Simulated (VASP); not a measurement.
Method: LDA (Ceperley-Alder, Perdew-Zunger), VASP's LDA PAW potentials (set 64) (plane waves; VASP).

VASP ran on this input.

KPOINTS:
```
Automatic mesh
0
Gamma
12 12 4
0 0 0
```

### POSCAR
```
AlN
3.164010
  1.0000000000   0.0000000000   0.0000000000
 -0.5000000000   0.8660253918   0.0000000000
  0.0000000000   0.0000000000   3.2737434458
Al N
4 4
Cartesian
  0.0000000000   0.0000000000   0.0000000000
  0.0000000000   0.0000000000   1.6368717229
  0.5000005000   0.2886748419   2.4558968582
 -0.0000005000   0.5773505499   0.8190251353
  0.0000000000   0.0000000000   2.6588034770
  0.0000000000   0.0000000000   1.0219317540
  0.5000005000   0.2886748419   1.8440669456
 -0.0000005000   0.5773505499   0.2071952227
```

### INCAR
```
# general
SYSTEM=AlN
PREC  =Accurate
ENCUT =400
LREAL =.FALSE.
LASPH =.TRUE.

# electronic loop
EDIFF =1E-6
NELM  =100
ALGO  =Normal

# smearing
ISMEAR=-1
SIGMA =0.1

# ions
ISIF  =2

# output
LWAVE =.FALSE.
LCHARG=.FALSE.
```

POTCAR, in this order: Al N (LDA.64 set). Program: vasp_std.

The resulting files:

File OSZICAR:
```
       N       E                     dE             d eps       ncg     rms          rms(c)
DAV:   1     0.979693877887E+02    0.97969E+02   -0.12633E+04  2402   0.107E+03
DAV:   2    -0.657301882995E+02   -0.16370E+03   -0.15509E+03  3403   0.227E+02
DAV:   3    -0.744907002905E+02   -0.87605E+01   -0.87206E+01  2959   0.585E+01
DAV:   4    -0.745803273652E+02   -0.89627E-01   -0.89544E-01  2874   0.663E+00
DAV:   5    -0.745819019172E+02   -0.15746E-02   -0.15744E-02  2924   0.861E-01    0.165E+01
DAV:   6    -0.654104748665E+02    0.91714E+01   -0.42948E+01  2729   0.353E+01    0.624E+00
DAV:   7    -0.652904485299E+02    0.12003E+00   -0.94319E-01  2809   0.609E+00    0.392E+00
DAV:   8    -0.651748058051E+02    0.11564E+00   -0.12059E-01  2714   0.293E+00    0.472E-01
DAV:   9    -0.651692110097E+02    0.55948E-02   -0.12461E-02  2939   0.591E-01    0.279E-01
DAV:  10    -0.651693721280E+02   -0.16112E-03   -0.18903E-03  2912   0.228E-01    0.129E-01
DAV:  11    -0.651692609232E+02    0.11120E-03   -0.46075E-04  2844   0.126E-01    0.275E-02
DAV:  12    -0.651692619164E+02   -0.99326E-06   -0.19500E-05  2939   0.291E-02    0.100E-02
DAV:  13    -0.651692616700E+02    0.24644E-06   -0.85092E-07  1712   0.739E-03
   1 F= -.65169262E+02 E0= -.65169262E+02  d E =-.214470E-08
```

**OUTCAR**
```
------------------------ aborting loop because EDIFF is reached ----------------------------------------
  FORCE on cell =-STRESS in cart. coord.  units (eV):
  Direction    XX          YY          ZZ          XY          YZ          ZX
  --------------------------------------------------------------------------------------
  Total      -10.3352346    -10.3352343    -11.5194245      0.0000000      0.0000000      0.0000000
  in kB     -184.3920158   -184.3920107   -205.5192722      0.0000000      0.0000000      0.0000000
  external PRESSURE =    -191.4344329 kB  Pullay stress =       0.0000000 kB
  volume of cell :       89.80
      direct lattice vectors                 reciprocal lattice vectors
     3.164010000  0.000000000  0.000000000     0.316054627  0.182474226  0.000000000
    -1.582005000  2.740113000  0.000000000     0.000000000  0.364948453  0.000000000
     0.000000000  0.000000000 10.358157000     0.000000000  0.000000000  0.096542271
  FREE ENERGIE OF THE ION-ELECTRON SYSTEM (eV)
  ---------------------------------------------------
  free  energy   TOTEN  =       -65.1692616700 eV

  energy  without entropy=      -65.1692616679  energy(sigma->0) =      -65.16926167
```
(Selected blocks of OUTCAR.)

### OUTCAR
```
 val. band max:        5.0677226795   @ k =   0.0000   0.0000   0.0000

 cond. band min:       8.6823707746   @ k =   0.0000   0.0000   0.0000


 Fermi energy:         7.0507478267

 k-point     1 :       0.0000    0.0000    0.0000
  band No.  band energies     occupation
      1      -9.3898      2.00000
      2      -8.6445      2.00000
      3      -8.5426      2.00000
      4      -7.4820      2.00000
      5      -0.6077      2.00000
      6       1.8069      2.00000
      7       1.8872      2.00000
      8       4.5272      2.00000
      9       4.5272      2.00000
     10       4.7203      2.00000
     11       4.7204      2.00000
     12       4.8520      2.00000
     13       4.8520      2.00000
     14       5.0290      2.00000
     15       5.0677      2.00000
     16       5.0677      2.00000
     17       8.6824      0.00000
     18      10.7954      0.00000
     19      11.0938      0.00000
     20      11.4854      0.00000
     21      14.6051      0.00000

 k-point     2 :       0.0833    0.0000    0.0000
  band No.  band energies     occupation
      1      -9.3051      2.00000
      2      -8.5706      2.00000
      3      -8.4686      2.00000
      4      -7.4318      2.00000
      5      -0.5056      2.00000
      6       1.8008      2.00000
      7       1.8806      2.00000
      8       4.1226      2.00000
      9       4.4082      2.00000
     10       4.4366      2.00000
     11       4.5036      2.00000
     12       4.6529      2.00000
     13       4.6848      2.00000
     14       4.7777      2.00000
     15       4.9973      2.00000
     16       5.0522      2.00000
     17       9.1204      0.00000
     18      11.0167      0.00000
     19      11.3209      0.00000
     20      11.8479      0.00000
     21      14.0629      0.00000

 k-point     3 :       0.1667   -0.0000    0.0000
  band No.  band energies     occupation
      1      -9.0582      2.00000
      2      -8.3589      2.00000
      3      -8.2561      2.00000
...
```

At this cut-off the stress carries a Pulay error, which pulls relaxed volumes low.

The structure was generated: AlN was put into an ordered model structure, which need not be its known phase. The cell was not relaxed at this level. The run is one of a series of settings (GGA removed, POTCAR Al N (LDA.64 set) against the base run), some of them coarse on purpose.
